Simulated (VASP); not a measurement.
Method: SCAN meta-GGA, VASP's PBE PAW potentials (set 64) (plane waves; VASP).

A VASP calculation is set up with these files.

File POSCAR:
```
InSb
1
    0.0000000000     3.2400000000     3.2400000000
    3.2400000000     0.0000000000     3.2400000000
    3.2400000000     3.2400000000     0.0000000000
In Sb
1 1
Direct
  0.0000000000   0.0000000000   0.0000000000
  0.2500000000   0.2500000000   0.2500000000
```

### INCAR
```
# general
SYSTEM =InSb
PREC   =Accurate
ENCUT  =520
LREAL  =.FALSE.
LASPH  =.TRUE.

# electronic loop
EDIFF  =1E-6
NELM   =100
ALGO   =Normal
LMAXMIX=4
LMIXTAU=.TRUE.

# smearing
ISMEAR =0
SIGMA  =0.05

# functional
METAGGA=SCAN

# ions
IBRION =2
NSW    =60
ISIF   =3
EDIFFG =-0.01

# output
LWAVE  =.FALSE.
LCHARG =.FALSE.
```

**KPOINTS**
```
Automatic mesh
0
Gamma
6 6 6
0 0 0
```

POTCAR, in this order: In_d Sb (PBE.64 set). Program: vasp_std.

What will the output report for the number of irreducible k-points (NKPTS), largest plane-wave count, number of space-group operations, FFT grid (NGX, NGY, NGZ)?

```
Item                                          Result
--------------------------------------  ------------
number of irreducible k-points (NKPTS)            16
largest plane-wave count                        1853
number of space-group operations                  24
FFT grid (NGX, NGY, NGZ)                36 × 36 × 36
```

The compound is InSb in the zinc blende structure. This run relaxes it. Symmetry was kept, so distortions that lower it aren't found.
